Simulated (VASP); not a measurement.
Sb2Te4O:

```
Sb Te O
1.0
    -2.05000    2.05000   11.70000
     2.05000   -2.05000   11.70000
     2.05000    2.05000  -11.70000
Sb Te O
2 4 1
Direct
  0.50000 0.00000 0.50000
  0.00000 0.50000 0.50000
  0.25000 0.75000 0.50000
  0.75000 0.25000 0.50000
  0.40500 0.40500 0.00000
  0.59500 0.59500 0.00000
  0.00000 0.00000 0.00000
```

The cell was built by a generator and needn't be a form met in nature.

| Property | Result |
| --- | --- |
| Program | VASP 6.6.1 |
| Task | relaxation of cell and atoms |
| Functional | PBE |
| Potentials or basis | VASP PAW PBE potentials, release 64 (Sb, Te, O) |
| Cutoff | 520 eV |
| k mesh | 5 × 5 × 5 |
| Occupations | gaussian, width 0.15 eV |
| Spin | no spin polarisation |

At the start: pressure 17.8 GPa; volume 28.10 Å³/atom.

Task: How do energy, volume and symmetry change on relaxing?

Result: Over 12 steps the energy falls by 403.6 meV/atom and the volume is 33.99 Å³/atom (+21.0 %); space group I4/mmm (No. 139, to 0.05 Å).

Step by step:
| step | energy change (eV) | largest force (eV/Å) | pressure (GPa) | volume (Å³) |
| --- | --- | --- | --- | --- |
| 1 | 0.0000 | 1.1330 | 17.76 | 196.68 |
| 2 | -1.0221 | 1.4539 | -7.08 | 296.94 |
| 3 | -2.7131 | 0.6693 | -0.83 | 243.92 |
| 4 | -2.7146 | 0.6445 | -0.71 | 242.92 |
| 5 | -2.7145 | 0.6222 | -0.48 | 241.94 |
| 6 | -2.8004 | 0.2363 | -0.14 | 238.86 |
| 7 | -2.8227 | 0.1783 | 0.27 | 235.62 |
| 8 | -2.8233 | 0.1259 | 0.32 | 235.98 |
| 9 | -2.8230 | 0.0569 | 0.26 | 236.51 |
| 10 | -2.8233 | 0.1028 | 0.24 | 236.24 |
| 11 | -2.8234 | 0.1182 | 0.26 | 236.11 |
| 12 | -2.8255 | 0.0550 | -0.19 | 237.91 |

Final structure:
```yaml
crystal:
  lattice:
    - [-2.28597, 2.28597, 11.38164]
    - [2.28597, -2.28597, 11.38164]
    - [2.28597, 2.28597, -11.38164]
  atoms:
    - { symbol: Sb, position: [0.50000, 0.00000, 0.50000] }
    - { symbol: Sb, position: [0.00000, 0.50000, 0.50000] }
    - { symbol: Te, position: [0.25000, 0.75000, 0.50000] }
    - { symbol: Te, position: [0.75000, 0.25000, 0.50000] }
    - { symbol: Te, position: [0.40576, 0.40576, 0.00000] }
    - { symbol: Te, position: [0.59424, 0.59424, 0.00000] }
    - { symbol: O, position: [0.00000, 0.00000, 0.00000] }
```

Caveat: the k mesh is coarse (spacing up to 0.43 Å⁻¹), so the values aren't converged; the volume moved by over 15 % at a fixed basis, so the end points are rough.
